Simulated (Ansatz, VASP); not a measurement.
# BeInCl3: VASP beside Ansatz, part 2 of 3

Aim: how closely do two programs agree when they are given the same cell, functional and k mesh? The cell is generated by rule, not measured, and may not be a known phase. The cell is taken from a series of runs on this material, whose earlier steps may have relaxed, scaled, displaced or heated it; both programs get it as it stands.

VASP 6.6.1 and Ansatz 0.2.0.

So far: The starting structure; VASP: zone-centre phonons, PBEsol.

### 2. VASP: zone-centre phonons, PBEsol (continued)

Level of this step: PBEsol; plane waves and PAW (In_d, Be, Cl); invented cell (VASP).

Parts of OUTCAR (step 2):

```text
ion  position               nearest neighbor table
   1  0.000  0.000  0.936-   3 3.13   5 3.13   5 3.13   3 3.13   4 3.20   4 3.20   4 3.20   4 3.20

  LATTYP: Found a simple tetragonal cell.
 ALAT       =     4.4280333646
 C/A-ratio  =     1.2267631801

 Subroutine GETGRP returns: Found  8 space group operations
 (whereof  8 operations were pure point group operations)

The static configuration has the point symmetry C_4v.

 Found     30 irreducible k-points:

   k-points           NKPTS =     30   k-points in BZ     NKDIM =     30   number of bands    NBANDS=     24

   dimension x,y,z NGX =    36 NGY =   36 NGZ =   48
   dimension x,y,z NGXF=    72 NGYF=   72 NGZF=   96

   ENCUT  =  600.0 eV  44.10 Ry    6.64 a.u.   8.84  8.84 10.85*2*pi/ulx,y,z

   NELECT =      36.0000    total number of electrons

 k-points in reciprocal lattice and weights: Automatic mesh
   0.00000000  0.00000000  0.00000000       0.007
   0.16666667  0.00000000  0.00000000       0.028
   0.33333333  0.00000000  0.00000000       0.028
   0.50000000  0.00000000  0.00000000       0.014
   0.16666667  0.16666667  0.00000000       0.028
   0.33333333  0.16666667  0.00000000       0.056
   0.50000000  0.16666667  0.00000000       0.028
   0.33333333  0.33333333  0.00000000       0.028
   0.50000000  0.33333333  0.00000000       0.028
[...]
0.50000000  0.33333333  0.50000000       0.028
   0.50000000  0.50000000  0.50000000       0.007

 average (electrostatic) potential at core
       1 -96.1401       2 -37.2314       3 -91.8654       4 -92.0552       5 -91.8654

  Total        0.0182544      0.0182544      0.0508891      0.0000000      0.0000000      0.0000000
  in kB        0.2745905      0.2745905      0.7654937      0.0000000      0.0000000      0.0000000
  external PRESSURE =       0.4382249 kB  Pullay stress =       0.0000000 kB

  energy-cutoff  :      600.00
  volume of cell :      106.51
      direct lattice vectors                 reciprocal lattice vectors
     4.428033365  0.000000000  0.000000000     0.225833890  0.000000000  0.000000000
     0.000000000  4.428033365  0.000000000     0.000000000  0.225833890  0.000000000
     0.000000000  0.000000000  5.432148292     0.000000000  0.000000000  0.184089231

 POSITION                                       TOTAL-FORCE (eV/Angst)
 -----------------------------------------------------------------------------------
[...]
2     0.00000    -1.49026     0.00000
    3     0.00000     0.00000    -1.64904
 ion    5
    1    -2.33967     0.00000     0.00000
    2     0.00000    -1.08795     0.00000
    3     0.00000     0.00000    -1.21210

 Eigenvectors and eigenvalues of the dynamical matrix
 ----------------------------------------------------

   1 f  =   17.865988 THz   112.255311 2PiTHz  595.945200 cm-1    73.887755 meV
             X         Y         Z           dx          dy          dz
      0.000000  0.000000  5.082939     0.000000    0.000000    0.022881
      2.214017  2.214017  2.260730    -0.000000   -0.000000   -0.923209
      2.214017  0.000000  2.870497     0.000000   -0.000000    0.020912
      2.214017  2.214017  0.304827     0.000000   -0.000000    0.382476
      0.000000  2.214017  2.870497    -0.000000    0.000000    0.020912

   2 f  =    6.618839 THz    41.587394 2PiTHz  220.780716 cm-1    27.373308 meV
             X         Y         Z           dx          dy          dz
      0.000000  0.000000  5.082939    -0.004986    0.017225   -0.000000
      2.214017  2.214017  2.260730    -0.051005    0.176204    0.000000
      2.214017  0.000000  2.870497     0.180564    0.685143   -0.000000
      2.214017  2.214017  0.304827     0.052438   -0.181155    0.000000
      0.000000  2.214017  2.870497    -0.198326   -0.623782   -0.000000

   3 f  =    6.618839 THz    41.587394 2PiTHz  220.780716 cm-1    27.373308 meV
             X         Y         Z           dx          dy          dz
      0.000000  0.000000  5.082939    -0.017225   -0.004986    0.000000
      2.214017  2.214017  2.260730    -0.176204   -0.051005    0.000000
      2.214017  0.000000  2.870497     0.623782   -0.198326   -0.000000
      2.214017  2.214017  0.304827     0.181155    0.052438    0.000000
      0.000000  2.214017  2.870497    -0.685143    0.180564   -0.000000

   4 f  =    6.574647 THz    41.309725 2PiTHz  219.306614 cm-1    27.190543 meV
             X         Y         Z           dx          dy          dz
      0.000000  0.000000  5.082939    -0.000000   -0.000000   -0.004828
      2.214017  2.214017  2.260730    -0.000000   -0.000000   -0.282513
      2.214017  0.000000  2.870497     0.000000   -0.000000    0.440225
      2.214017  2.214017  0.304827     0.000000    0.000000   -0.729771
      0.000000  2.214017  2.870497    -0.000000    0.000000    0.440225

   5 f  =    4.240231 THz    26.642157 2PiTHz  141.438882 cm-1    17.536179 meV
             X         Y         Z           dx          dy          dz
      0.000000  0.000000  5.082939    -0.111490   -0.061548    0.000000
      2.214017  2.214017  2.260730    -0.082422   -0.045501    0.000000
      2.214017  0.000000  2.870497    -0.389416   -0.071424   -0.000000
      2.214017  2.214017  0.304827     0.760801    0.419999   -0.000000
      0.000000  2.214017  2.870497    -0.129380   -0.214976    0.000000

   6 f  =    4.240231 THz    26.642157 2PiTHz  141.438882 cm-1    17.536179 meV
             X         Y         Z           dx          dy          dz
      0.000000  0.000000  5.082939    -0.061548    0.111490   -0.000000
      2.214017  2.214017  2.260730    -0.045501    0.082422    0.000000
      2.214017  0.000000  2.870497    -0.214976    0.129380    0.000000
      2.214017  2.214017  0.304827     0.419999   -0.760801    0.000000
      0.000000  2.214017  2.870497    -0.071424    0.389416   -0.000000

   7 f  =    3.285846 THz    20.645582 2PiTHz  109.604037 cm-1    13.589162 meV
             X         Y         Z           dx          dy          dz
      0.000000  0.000000  5.082939     0.000000    0.000000   -0.000000
      2.214017  2.214017  2.260730    -0.000000   -0.000000    0.000000
      2.214017  0.000000  2.870497    -0.000000   -0.000000   -0.707107
      2.214017  2.214017  0.304827    -0.000000   -0.000000    0.000000
      0.000000  2.214017  2.870497    -0.000000    0.000000    0.707107

   8 f  =    2.276480 THz    14.303548 2PiTHz   75.935210 cm-1     9.414762 meV
             X         Y         Z           dx          dy          dz
      0.000000  0.000000  5.082939     0.000000    0.000000    0.707510
      2.214017  2.214017  2.260730    -0.000000   -0.000000   -0.169543
      2.214017  0.000000  2.870497    -0.000000   -0.000000   -0.389504
      2.214017  2.214017  0.304827     0.000000   -0.000000   -0.408972
      0.000000  2.214017  2.870497     0.000000    0.000000   -0.389504

   9 f  =    1.940198 THz    12.190621 2PiTHz   64.718025 cm-1     8.024009 meV
             X         Y         Z           dx          dy          dz
      0.000000  0.000000  5.082939    -0.133591   -0.683916    0.000000
      2.214017  2.214017  2.260730     0.041930    0.214661    0.000000
      2.214017  0.000000  2.870497     0.088725    0.436273    0.000000
      2.214017  2.214017  0.304827     0.044872    0.229719    0.000000
      0.000000  2.214017  2.870497     0.085218    0.454226    0.000000

  10 f  =    1.940198 THz    12.190621 2PiTHz   64.718025 cm-1     8.024009 meV
             X         Y         Z           dx          dy          dz
      0.000000  0.000000  5.082939    -0.683916    0.133591   -0.000000
      2.214017  2.214017  2.260730     0.214661   -0.041930    0.000000
      2.214017  0.000000  2.870497     0.454226   -0.085218   -0.000000
      2.214017  2.214017  0.304827     0.229719   -0.044872   -0.000000
      0.000000  2.214017  2.870497     0.436273   -0.088725    0.000000

  11 f  =    0.002154 THz     0.013533 2PiTHz    0.071845 cm-1     0.008908 meV
             X         Y         Z           dx          dy          dz
      0.000000  0.000000  5.082939     0.677797    0.196097    0.000000
      2.214017  2.214017  2.260730     0.190568    0.055134    0.000000
      2.214017  0.000000  2.870497     0.377343    0.109144    0.000000
      2.214017  2.214017  0.304827     0.377269    0.109150    0.000000
      0.000000  2.214017  2.870497     0.377249    0.109171    0.000000

  12 f  =    0.002154 THz     0.013533 2PiTHz    0.071845 cm-1     0.008908 meV
             X         Y         Z           dx          dy          dz
      0.000000  0.000000  5.082939     0.196097   -0.677797   -0.000000
      2.214017  2.214017  2.260730     0.055134   -0.190568   -0.000000
      2.214017  0.000000  2.870497     0.109171   -0.377249   -0.000000
      2.214017  2.214017  0.304827     0.109150   -0.377269   -0.000000
      0.000000  2.214017  2.870497     0.109144   -0.377343   -0.000000

  13 f/i=    0.001188 THz     0.007465 2PiTHz    0.039631 cm-1     0.004914 meV
             X         Y         Z           dx          dy          dz
      0.000000  0.000000  5.082939     0.000000   -0.000000    0.706316
      2.214017  2.214017  2.260730     0.000000   -0.000000    0.197806
      2.214017  0.000000  2.870497     0.000000   -0.000000    0.392494
      2.214017  2.214017  0.304827     0.000000   -0.000000    0.392285
      0.000000  2.214017  2.870497     0.000000   -0.000000    0.392494

  14 f/i=    8.388836 THz    52.708608 2PiTHz  279.821435 cm-1    34.693421 meV
             X         Y         Z           dx          dy          dz
      0.000000  0.000000  5.082939     0.003018   -0.000444   -0.000000
      2.214017  2.214017  2.260730    -0.922975    0.135686    0.000000
      2.214017  0.000000  2.870497     0.108079   -0.049873   -0.000000
      2.214017  2.214017  0.304827     0.013463   -0.001979   -0.000000
      0.000000  2.214017  2.870497     0.339251   -0.015889   -0.000000

  15 f/i=    8.388836 THz    52.708608 2PiTHz  279.821435 cm-1    34.693421 meV
             X         Y         Z           dx          dy          dz
      0.000000  0.000000  5.082939    -0.000444   -0.003018    0.000000
      2.214017  2.214017  2.260730     0.135686    0.922975   -0.000000
      2.214017  0.000000  2.870497    -0.015889   -0.339251    0.000000
      2.214017  2.214017  0.304827    -0.001979   -0.013463    0.000000
      0.000000  2.214017  2.870497    -0.049873   -0.108079    0.000000

 MACROSCOPIC STATIC DIELECTRIC TENSOR IONIC CONTRIBUTION
 ------------------------------------------------------
          10.172204     0.000000     0.000000
           0.000000    10.172204    -0.000000
           0.000000    -0.000000     7.298436
 ------------------------------------------------------

 ELASTIC MODULI CONTR FROM IONIC RELAXATION (kBar)
 Direction    XX          YY          ZZ          XY          YZ          ZX
 --------------------------------------------------------------------------------
 XX         -98.7451     45.7557   -103.3095      0.0000     -0.0000      0.0000
 YY          45.7557    -98.7451   -103.3095      0.0000      0.0000     -0.0000
 ZZ        -103.3095   -103.3095   -608.7802      0.0000      0.0000     -0.0000
 XY           0.0000      0.0000      0.0000      0.0000      0.0000      0.0000
 YZ          -0.0000      0.0000      0.0000      0.0000    -21.8151     -0.0000
 ZX           0.0000     -0.0000     -0.0000      0.0000     -0.0000    -18.7275
 --------------------------------------------------------------------------------

 PIEZOELECTRIC TENSOR IONIC CONTR  for field in x, y, z        (C/m^2)
          XX          YY          ZZ          XY          YZ          ZX
  --------------------------------------------------------------------------------
  x    -0.00000    -0.00000    -0.00000     0.00000    -0.00000    -0.16613
  y    -0.00000     0.00000    -0.00000     0.00000    -0.14994     0.00000
  z    -0.34792    -0.34792    -1.28655     0.00000     0.00000    -0.00000
```

With imaginary modes the cell is no minimum, so the ionic parts of its dielectric, piezoelectric and elastic tensors have no meaning.

(Continued in part 3 of 3.)

[Lines on the potential files, build, host, timing and source positions are cut from VASP's logs without a mark.]

[Logs are printed without paths, hosts, clocks, repeated set-up lines and the standing remarks that a program may print on its own settings, such as how far it seeks lower states.]

[Hosts, paths, dates, database ids (printed as entryN), source tags and the programs' standing remarks are cut or masked in the printed files.]
